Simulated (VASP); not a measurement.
Here is the system:

```
Co
1.0
    2.46557     0.00000     0.00000
   -1.23279     2.13525     0.00000
    0.00000     0.00000     4.01068
Co
2
Cartesian
  0.00000   1.42350   1.00267
  1.23279   0.71175   3.00801
```

Calculation: PBE GGA, VASP's PBE PAW potentials (set 64) (plane waves; VASP). Run with 300 eV cut-off, 20×20×11 Γ-centred mesh, Gaussian smearing of 0.14 eV, potentials Co.

At this cut-off the stress carries a Pulay error, which pulls relaxed volumes low. The run has a spin-polarised start.

Q: Give the stress tensor in GPa (positive for a compressed cell).

A: 
```
5.92  0.00  0.00
0.00  5.92  0.00
0.00  0.00  3.75
```
The pressure is its mean diagonal, 5.20 GPa.

The structure comes from a computed database's Co entry; how it stands against other phases isn't given here. The cell was not relaxed at this level.
